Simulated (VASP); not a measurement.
```
CELL_PARAMETERS angstrom
      0.00000     3.02792     3.02792
      3.02792     0.00000     3.02792
      3.02792     3.02792     0.00000
ATOMIC_POSITIONS crystal
  Al 0.25000 0.25000 0.25000
  Al 0.75000 0.75000 0.75000
  Au 0.00000 0.00000 0.00000
```

Calculation: PBE GGA, VASP's PBE PAW potentials (set 64) (plane waves; VASP). Run with 500 eV cut-off, 9×9×9 Γ-centred mesh, first-order Methfessel-Paxton smearing of 0.10 eV, potentials Al Au.

Unless said otherwise, spin-orbit coupling is left out, though it shifts the bands of the heavy elements here.

**Question.** What does the run give for the energy per atom (σ→0), band gap (on the k-mesh) with the smallest direct gap where there is one?

**Answer.** 
- band gap (on the k-mesh) = none (metal, semimetal or under 0.01 eV)
- energy per atom (σ→0) = -386.5 kJ/mol-atom

The absolute energy has meaning only against runs of the same code, potentials and settings.

The compound is AuAl2 in the fluorite structure. It was relaxed first. The electron count is odd and the run is not spin-polarised, which forces a metal.
